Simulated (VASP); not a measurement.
Here is the system:

```xyz
2
Lattice="3.2756 0.0000 0.0000 0.0000 3.2756 0.0000 0.0000 0.0000 3.2756" Properties=species:S:1:pos:R:3 pbc="T T T"
Rh     0.0000     0.0000     0.0000
Sb     1.6378     1.6378     1.6378
```

Level of theory: r2SCAN meta-GGA, VASP's PBE PAW potentials (set 64) (plane waves; VASP). Run with 400 eV cut-off, 12×12×12 Γ-centred mesh, tetrahedra with Blöchl corrections, potentials Rh_pv Sb.

**Question.** Give the energies of bands 4 to 13 at the high-symmetry points, in eV from the Fermi level.

**Answer.** 
```tsv
band	Γ	X	M	R
4	-13.80	-11.22	-10.09	-6.65
5	-3.81	-7.94	-5.04	-6.27
6	-3.81	-3.44	-5.04	-6.27
7	-1.55	-3.32	-3.61	-6.27
8	-1.55	-3.32	-2.32	-0.65
9	-1.55	-1.53	-2.32	-0.65
10	0.96	-0.48	-0.71	2.40
11	0.96	5.93	0.14	2.40
12	0.96	5.93	2.23	2.40
13	6.50	6.75	4.41	3.17
```

It has no gap at this level: it comes out as a metal or semimetal.

The structure was generated: RhSb was put into the CsCl type type (Pm-3m), which need not be its known phase. It was relaxed first, which changed the volume by -28 %.
